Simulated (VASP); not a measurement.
Given:

```yaml
crystal:
  lattice:
    - [2.19253, -3.75872, 0.00000]
    - [2.19253, 3.75872, 0.00000]
    - [0.00000, 0.00000, 4.50721]
  atoms:
    - { symbol: Ga, position: [0.65570, 0.34430, 0.41540] }
    - { symbol: Ga, position: [0.34430, 0.65570, 0.58460] }
    - { symbol: Ga, position: [0.84430, 0.15570, 0.91540] }
    - { symbol: Ga, position: [0.15570, 0.84430, 0.08460] }
```

Method: PBE GGA, VASP's PBE PAW potentials (set 64) (plane waves; VASP 6.6.1). Settings: 300 eV cut-off, 7×7×6 Γ-centred mesh, Gaussian smearing of 0.27 eV, potentials Ga_d.

At this cut-off the stress carries a Pulay error, which pulls relaxed volumes low.

Task: Give the stress tensor in GPa (positive for a compressed cell).

Result: 
```
5.58  0.00  0.00
0.00  5.69  0.00
0.00  0.00  4.98
```
The pressure is its mean diagonal, 5.42 GPa.

The structure comes from a computed database's Ga entry; how it stands against other phases isn't given here. The cell was not relaxed at this level.
